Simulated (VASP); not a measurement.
# Ba2C (P-3m1) in VASP: a series of runs

The runs below take Ba2C through single point, relaxation of cell and atoms, with PBE.

Everything below comes from runs of VASP 6.6.1. Logs are shortened: lines on timing, memory, paths and dates and some standing lists are left out, and cuts for length are marked.

## (1) Starting point

The structure is trigonal, space group P-3m1 (No. 164). The conventional cell has a = 4.158 Å, b = 4.158 Å, c = 7.457 Å, α = 90.00°, β = 90.00°, γ = 120.00°. Ba (site symmetry 3m) has 3 C at 2.83 Å as nearest neighbours. Around C (site symmetry -3m) lie 6 Ba at 2.83 Å.

The cell was built by a generator and needn't be a form met in nature.

## (2) Single point, PBE

INCAR reads:

```
PREC = Accurate ; ENCUT = 520
EDIFF = 1E-6 ; ISMEAR = 0
SIGMA = 0.1 ; LREAL = False
LASPH = True ; NELM = 100
ALGO = Fast ; ISIF = 2
LWAVE = False ; LCHARG = False
GGA = PE ; NBANDS = 19
```

KPOINTS reads:

```
regular mesh
0
Gamma
  6 6 4
```

POSCAR reads:

```
Ba2C
1.0
    4.1578231023      0.0000000000      0.0000000000
   -2.0789115511      3.6007804310      0.0000000000
    0.0000000000      0.0000000000      7.4566876702
Ba C
2 1
Direct
    0.3333333333      0.6666666667      0.7017033584
    0.6666666667      0.3333333333      0.2982966416
    0.0000000000      0.0000000000      0.5000000000
```

Potentials or basis: VASP PAW PBE potentials, release 64 (Ba_sv, C).

Command:

```
> cat potpaw_PBE.64/Ba_sv/POTCAR potpaw_PBE.64/C/POTCAR > POTCAR
> mpirun -np 1 vasp_std > vasp.out
```

OUTCAR:

```text
PREC = Accurate
   ENCUT = 520
   EDIFF = 1E-6
   ISMEAR = 0
   LREAL = False
   LASPH = True
   NELM = 100
   ISIF = 2
   GGA = PE

 ion  position               nearest neighbor table
   1  0.333  0.667  0.702-   3 2.83   3 2.83   3 2.83   2 3.85   2 3.85   2 3.85
   2  0.667  0.333  0.298-   3 2.83   3 2.83   3 2.83   1 3.85   1 3.85   1 3.85
   3  0.000  0.000  0.500-   1 2.83   2 2.83   1 2.83   2 2.83   2 2.83   1 2.83

  LATTYP: Found a hexagonal cell.
 ALAT       =     4.1578231023
 C/A-ratio  =     1.7934114768

  Lattice vectors:

 A1 = (   4.1578231023,   0.0000000000,   0.0000000000)
 A2 = (  -2.0789115511,   3.6007804310,   0.0000000000)
 A3 = (   0.0000000000,   0.0000000000,   7.4566876702)

Analysis of symmetry for initial positions (statically):
=====================================================================
 Subroutine PRICEL returns:
 Original cell was already a primitive cell.

 Routine SETGRP: Setting up the symmetry group for a
 hexagonal supercell.

 Subroutine GETGRP returns: Found 12 space group operations
 (whereof 12 operations were pure point group operations)
 out of a pool of 24 trial point group operations.

The static configuration has the point symmetry D_3d.

Analysis of symmetry for dynamics (positions and initial velocities):
=====================================================================
 Subroutine PRICEL returns:
 Original cell was already a primitive cell.

 Routine SETGRP: Setting up the symmetry group for a
 hexagonal supercell.

 Subroutine GETGRP returns: Found 12 space group operations
 (whereof 12 operations were pure point group operations)
 out of a pool of 24 trial point group operations.

The dynamic configuration has the point symmetry D_3d.

 Subroutine INISYM returns: Found 12 space group operations
 (whereof 12 operations are pure point group operations),
 and found     1 'primitive' translations

----------------------------------------------------------------------------------------

                                     Primitive cell

  volume of cell :     111.6371

  direct lattice vectors                    reciprocal lattice vectors
     4.157823102  0.000000000  0.000000000     0.240510473  0.138858786  0.000000000
    -2.078911551  3.600780431  0.000000000     0.000000000  0.277717572  0.000000000
     0.000000000  0.000000000  7.456687670     0.000000000  0.000000000  0.134107803

  length of vectors
     4.157823102  4.157823102  7.456687670     0.277717572  0.277717572  0.134107803

  position of ions in fractional coordinates (direct lattice)
     0.333333333  0.666666667  0.701703358
     0.666666667  0.333333333  0.298296642
     0.000000000  0.000000000  0.500000000

  ion indices of the primitive-cell ions
   primitive index   ion index
                 1           1
                 2           2
                 3           3

----------------------------------------------------------------------------------------

 KPOINTS: regular mesh

Automatic generation of k-mesh.
 Grid dimensions read from file:
 generate k-points for:    6    6    4

 Generating k-lattice:

  Cartesian coordinates                     Fractional coordinates (reciprocal lattice)
     0.040085079  0.023143131  0.000000000     0.166666667  0.000000000  0.000000000
     0.000000000  0.046286262  0.000000000     0.000000000  0.166666667  0.000000000
     0.000000000  0.000000000  0.033526951     0.000000000  0.000000000  0.250000000

  Length of vectors
     0.046286262  0.046286262  0.033526951

  Shift w.r.t. Gamma in fractional coordinates (k-lattice)
     0.000000000  0.000000000  0.000000000

 Subroutine IBZKPT returns following result:
 ===========================================

 Found     24 irreducible k-points:

 Following reciprocal coordinates:
            Coordinates               Weight
  0.000000  0.000000  0.000000      1.000000
  0.166667 -0.000000  0.000000      6.000000
  0.333333  0.000000  0.000000      6.000000
  0.500000  0.000000  0.000000      3.000000
  0.166667  0.166667  0.000000      6.000000
  0.333333  0.166667  0.000000     12.000000
[... 16 lines left out ...]
  0.333333  0.166667  0.500000     12.000000
  0.333333  0.333333  0.500000      2.000000
   k-points           NKPTS =     24   k-points in BZ     NKDIM =     24   number of bands    NBANDS=     19
   number of dos      NEDOS =    301   number of ions     NIONS =      3
   total plane-waves  NPLWV =  57344
   dimension x,y,z NGX =    32 NGY =   32 NGZ =   56
   dimension x,y,z NGXF=    64 NGYF=   64 NGZF=  112
   ions per type =               2   1
   NGX,Y,Z   is equivalent  to a cutoff of  12.79, 12.79, 12.49 a.u.
   NGXF,Y,Z  is equivalent  to a cutoff of  25.59, 25.59, 24.97 a.u.
 SYSTEM =  unknown system
   PREC   = accura    normal or accurate (medium, high low for compatibility)
   ISTART =      0    job   : 0-new  1-cont  2-samecut
   ICHARG =      2    charge: 1-file 2-atom 10-const
   ISPIN  =      1    spin polarized calculation?
   LNONCOLLINEAR =      F non collinear calculations
   LSORBIT =      F    spin-orbit coupling
   LASPH  =      T    aspherical Exc in radial PAW
   ENCUT  =  520.0 eV  38.22 Ry    6.18 a.u.   7.73  7.73 13.86*2*pi/ulx,y,z
   NELM   =    100;   NELMIN=  2; NELMDL= -5     # of ELM steps
   EDIFF  = 0.1E-05   stopping-criterion for ELM
   LREAL  =      F    real-space projection
   EDIFFG = 0.1E-04   stopping-criterion for IOM
   NSW    =      0    number of steps for IOM
   IBRION =     -1    ionic relax: 0-MD 1-quasi-New 2-CG
   NFREE  =      0    steps in history (QN), initial steepest desc. (CG)
   ISIF   =      2    stress and relaxation
   ISYM   =      2    0-nonsym 1-usesym 2-fastsym
   POTIM  = 0.5000    time-step for ionic-motion
   TEBEG  =    0.0;   TEEND  =   0.0 temperature during run
   PSTRESS=    0.0 pullay stress
   NELECT =      24.0000    total number of electrons
   NUPDOWN=      -1.0000    fix difference up-down
   EMIN   =  10.00;   EMAX   =-10.00  energy-range for DOS
   EFERMI =   0.00;   METHOD = LEGACY
   ISMEAR =     0;   SIGMA  =   0.10  broadening in eV -4-tet -1-fermi 0-gaus
   EFERMI_NEDOS =   21; number of points for ismear=-14 and -15
   IALGO  =     68    algorithm
   IMIX   =      4    mixing-type and parameters
     AMIX     =   0.40;   BMIX     =  1.00
     AMIX_MAG =   1.60;   BMIX_MAG =  1.00
  volume/ion in A,a.u.               =      37.21       251.12
  Fermi-wavevector in a.u.,A,eV,Ry     =   0.980714  1.853281 13.086083  0.961800
  Thomas-Fermi vector in A             =   2.111665
   LORBIT       =      0    0 simple, 1 ext, 2 COOP (PROOUT), +10 PAW based schemes
   GGA     = PE    functional components
   LHFCALC =     F    Hartree Fock is set to
   AEXX    =    0.0000 exact exchange contribution
   IVDW    =     0    specifies the selected vdW correction
   LEPSILON=     F    determine dielectric tensor
   LRPA    =     F    only Hartree local field effects (RPA)
 non-spin polarized calculation
 RMM-DIIS sequential band-by-band and
 Gauss-broadening in eV      SIGMA  =   0.10
  energy-cutoff  :      520.00
  volume of cell :      111.64
 maximum number of plane-waves:      3040
 NGX is ok and might be reduce to    32
   NGX = 15   NGY = 15   NGZ = 27

 number of electron      24.0000000 magnetization

 Free energy of the ion-electron system (eV)
  ---------------------------------------------------
  ext. energy  EPLUGINS =         0.00000000
  ---------------------------------------------------
  free energy    TOTEN  =       -11.22000319 eV

  energy without entropy =      -11.19801487  energy(sigma->0) =      -11.20900903

 E-fermi :   1.9473     XC(G=0):  -8.0284

 val. band max:        1.9349537570   @ k =   0.3333   0.3333   0.5000
 cond. band min:       1.9504670404   @ k =   0.3333   0.3333   0.2500
 fundamental gap:      0.0155132834
 Fermi energy:         1.9472707012

 k-point     1 :       0.0000    0.0000    0.0000
  band No.  band energies     occupation
      1     -25.5823      2.00000
      2     -25.4513      2.00000
      3     -11.5082      2.00000
      4     -10.5007      2.00000
      5     -10.5007      2.00000
      6     -10.4488      2.00000
[... 11 lines left out ...]
     18       6.2206      0.00000
     19       6.6284      0.00000

 k-point     2 :       0.1667   -0.0000    0.0000
  band No.  band energies     occupation
      1     -25.5562      2.00000
      2     -25.4406      2.00000
      3     -11.4537      2.00000
      4     -10.7658      2.00000
      5     -10.5778      2.00000
      6     -10.5759      2.00000
[... 11 lines left out ...]
     18       5.9457      0.00000
     19       6.0144      0.00000

 k-point     3 :       0.3333    0.0000    0.0000
  band No.  band energies     occupation
      1     -25.4988      2.00000
      2     -25.4236      2.00000
      3     -11.4494      2.00000
      4     -11.1476      2.00000
      5     -10.7986      2.00000
      6     -10.7061      2.00000
[... 11 lines left out ...]
     18       6.0877      0.00000
     19       7.0602      0.00000

 k-point     4 :       0.5000    0.0000    0.0000
  band No.  band energies     occupation
      1     -25.4633      2.00000
      2     -25.4214      2.00000
      3     -11.5671      2.00000
      4     -11.2674      2.00000
      5     -10.7836      2.00000
      6     -10.7641      2.00000
[... 11 lines left out ...]
     18       6.5840      0.00000
     19       6.6441      0.00000

 k-point     5 :       0.1667    0.1667    0.0000
  band No.  band energies     occupation
      1     -25.5142      2.00000
      2     -25.4269      2.00000
      3     -11.4113      2.00000
      4     -10.9892      2.00000
      5     -10.8851      2.00000
      6     -10.5984      2.00000
[... 11 lines left out ...]
     18       6.5489      0.00000
     19       6.7292      0.00000

 k-point     6 :       0.3333    0.1667    0.0000
  band No.  band energies     occupation
      1     -25.4639      2.00000
      2     -25.4209      2.00000
      3     -11.4764      2.00000
      4     -11.1933      2.00000
      5     -10.9356      2.00000
      6     -10.7483      2.00000
[... 11 lines left out ...]
     18       6.2619      0.00000
     19       7.1423      0.00000

 k-point     7 :       0.3333    0.3333    0.0000
  band No.  band energies     occupation
      1     -25.4329      2.00000
      2     -25.4329      2.00000
      3     -11.3947      2.00000
      4     -11.1391      2.00000
      5     -11.1391      2.00000
      6     -10.8299      2.00000
[... 11 lines left out ...]
     18       5.8604      0.00000
     19       6.9632      0.00000

 k-point     8 :       0.0000    0.0000    0.2500
  band No.  band energies     occupation
      1     -25.5801      2.00000
      2     -25.4536      2.00000
      3     -11.4696      2.00000
      4     -10.5041      2.00000
      5     -10.4980      2.00000
      6     -10.4980      2.00000
[... 256 lines left out ...]
 k-point    20 :       0.3333    0.0000    0.5000
  band No.  band energies     occupation
      1     -25.4962      2.00000
      2     -25.4262      2.00000
      3     -11.4564      2.00000
      4     -11.1641      2.00000
      5     -10.7425      2.00000
      6     -10.6964      2.00000
[... 11 lines left out ...]
     18       5.9791      0.00000
     19       7.1342      0.00000

 k-point    21 :       0.5000    0.0000    0.5000
  band No.  band energies     occupation
      1     -25.4618      2.00000
      2     -25.4229      2.00000
      3     -11.5807      2.00000
      4     -11.2995      2.00000
      5     -10.7535      2.00000
      6     -10.7267      2.00000
[... 11 lines left out ...]
     18       6.9295      0.00000
     19       7.3412      0.00000

 k-point    22 :       0.1667    0.1667    0.5000
  band No.  band energies     occupation
      1     -25.5112      2.00000
      2     -25.4300      2.00000
      3     -11.4012      2.00000
      4     -11.0211      2.00000
      5     -10.8403      2.00000
      6     -10.5793      2.00000
[... 11 lines left out ...]
     18       5.9767      0.00000
     19       7.0159      0.00000

 k-point    23 :       0.3333    0.1667    0.5000
  band No.  band energies     occupation
      1     -25.4623      2.00000
      2     -25.4224      2.00000
      3     -11.4855      2.00000
      4     -11.2231      2.00000
      5     -10.9331      2.00000
      6     -10.7273      2.00000
[... 11 lines left out ...]
     18       6.3775      0.00000
     19       7.5992      0.00000

 k-point    24 :       0.3333    0.3333    0.5000
  band No.  band energies     occupation
      1     -25.4329      2.00000
      2     -25.4329      2.00000
      3     -11.3802      2.00000
      4     -11.1742      2.00000
      5     -11.1742      2.00000
      6     -10.8490      2.00000
[... 11 lines left out ...]
     18       4.9905      0.00000
     19       8.3505      0.00000

------------------------ aborting loop because EDIFF is reached ----------------------------------------

  FORCE on cell =-STRESS in cart. coord.  units (eV):
  Direction    XX          YY          ZZ          XY          YZ          ZX
  --------------------------------------------------------------------------------------
  -------------------------------------------------------------------------------------
  Total        0.6211598      0.6211598      0.5941159      0.0000000      0.0000000      0.0000000
  in kB        8.9146710      8.9146710      8.5265462      0.0000000      0.0000000      0.0000000
  external PRESSURE =       8.7852961 kB  Pullay stress =       0.0000000 kB

 VOLUME and BASIS-vectors are now :
 -----------------------------------------------------------------------------
  energy-cutoff  :      520.00
  volume of cell :      111.64
      direct lattice vectors                 reciprocal lattice vectors
     4.157823102  0.000000000  0.000000000     0.240510473  0.138858786  0.000000000
    -2.078911551  3.600780431  0.000000000     0.000000000  0.277717572  0.000000000
     0.000000000  0.000000000  7.456687670     0.000000000  0.000000000  0.134107803

 POSITION                                       TOTAL-FORCE (eV/Angst)
 -----------------------------------------------------------------------------------
     -0.00000      2.40052      5.23238        -0.000000     -0.000000      0.146036
      2.07891      1.20026      2.22430         0.000000      0.000000     -0.146036
      0.00000      0.00000      3.72834        -0.000000      0.000000      0.000000
 -----------------------------------------------------------------------------------
    total drift:                                0.000000      0.000000     -0.000000

  FREE ENERGIE OF THE ION-ELECTRON SYSTEM (eV)
  ---------------------------------------------------
  free  energy   TOTEN  =       -11.2200031946 eV

  energy  without entropy=      -11.1980148714  energy(sigma->0) =      -11.20900903
```

It took 44 s on 1 thread of AMD EPYC 9R45 (Zen 5), shared host; peak memory 0.21 GiB.

Results:

| Item | Value |
| --- | --- |
| Free energy | -11.2200 eV |
| Pressure | 0.9 GPa |
| Largest force | 0.146 eV/Å |
| Band gap on the k mesh | none (metal or under the smearing width) |

Forces in eV/Å, atoms in the order of the input:
```
Ba   0.000  0.000  0.146
Ba   0.000  0.000 -0.146
C    0.000  0.000  0.000
```

The run has no spin-orbit coupling, so splittings on Ba are missing.

## (3) Relaxation of cell and atoms, PBE

This run uses another cell than the first one, of 33.89 Å³/atom, 0.911 times its volume.

INCAR reads:

```
PREC = Accurate ; ENCUT = 600
EDIFF = 1E-6 ; ISMEAR = 0
SIGMA = 0.1 ; LREAL = F
LASPH = T ; NELM = 100
ALGO = Normal ; ISIF = 3
LWAVE = F ; LCHARG = F
GGA = PE ; IBRION = 2
NSW = 90 ; EDIFFG = -0.04
```

KPOINTS is that of step 2.

POSCAR reads:

```
Ba2C
1.0
    4.0890000000      0.0000000000      0.0000000000
   -2.0445000000      3.5411778800      0.0000000000
    0.0000000000      0.0000000000      7.0221517400
Ba C
2 1
Direct
    0.3333333300      0.6666666700      0.7398479200
    0.6666666700      0.3333333300      0.2601520800
    0.0000000000      0.0000000000      0.5000000000
```

Potentials or basis: VASP PAW PBE potentials, release 64 (Ba_sv, C).

Command:

```
> cat potpaw_PBE.64/Ba_sv/POTCAR potpaw_PBE.64/C/POTCAR > POTCAR
> mpirun -np 1 vasp_std > vasp.out
```

Wall time 3.4 min (1 thread of AMD EPYC 9R45 (Zen 5), shared host); peak memory 0.26 GiB.

Results (log left out):

```
Free energy                            : -11.2293 eV
Relaxed volume                         : 38.76 Å³/atom
Relaxed cell                           : a = 4.222 Å, b = 4.222 Å, c = 7.534 Å, α = 90.00°, β = 90.00°, γ = 120.00°
Space group after relaxing (to 0.05 Å) : P-3m1 (No. 164)
Energy gained by relaxing              : 87.4 meV/atom
Ionic steps                            : 10
Pressure after relaxing                : -0.1 GPa
Largest force after relaxing           : 0.026 eV/Å
Band gap on the k mesh                 : none (metal or under the smearing width)
```

Forces on the atoms (eV/Å):
```
Ba   0.000  0.000 -0.026
Ba   0.000  0.000  0.026
C    0.000  0.000  0.000
```

Stress tensor (GPa, compression positive):
```
-0.12  0.00  0.00
 0.00 -0.12  0.00
 0.00  0.00 -0.02
```

Step by step:
| step | energy change (eV) | largest force (eV/Å) | pressure (GPa) | volume (Å³) |
| --- | --- | --- | --- | --- |
| 1 | 0.0000 | 1.2035 | -0.46 | 101.68 |
| 2 | -0.1251 | 0.6452 | 0.68 | 100.24 |
| 3 | -0.1503 | 0.0057 | 2.05 | 98.84 |
| 4 | -0.1536 | 0.1923 | 1.65 | 99.21 |
| 5 | -0.1993 | 0.1837 | 0.60 | 104.40 |
| 6 | -0.2136 | 0.1962 | -0.30 | 110.00 |
| 7 | -0.2304 | 0.1120 | -0.12 | 110.79 |
| 8 | -0.2545 | 0.1361 | 0.49 | 113.03 |
| 9 | -0.2615 | 0.0710 | -0.26 | 117.29 |
| 10 | -0.2621 | 0.0257 | -0.09 | 116.29 |

Final structure:
```yaml
crystal:
  lattice:
    - [4.22166, 0.00000, 0.00000]
    - [-2.11083, 3.65607, 0.00000]
    - [0.00000, 0.00000, 7.53402]
  atoms:
    - { symbol: Ba, position: [0.33333, 0.66667, 0.70077] }
    - { symbol: Ba, position: [0.66667, 0.33333, 0.29923] }
    - { symbol: C, position: [0.00000, 0.00000, 0.50000] }
```

Levels at points of the mesh, in eV from the Fermi level:
```tsv
k point	band 8	band 9	band 10	band 11	band 12	band 13	band 14	band 15	band 16
(0.00, 0.00, 0.00)	-12.44	-7.37	-1.60	-0.95	-0.41	-0.41	2.58	2.99	2.99
(0.50, 0.00, 0.00)	-12.52	-7.25	-1.14	-0.15	0.03	0.53	1.20	1.44	4.05
(0.00, 0.00, 0.50)	-12.45	-7.32	-1.88	-0.43	-0.43	-0.13	1.35	2.82	2.82
(0.50, 0.00, 0.50)	-12.53	-7.26	-1.16	-0.15	-0.10	0.95	1.16	1.34	3.40
```

(Part 1 of 2 ends here.)
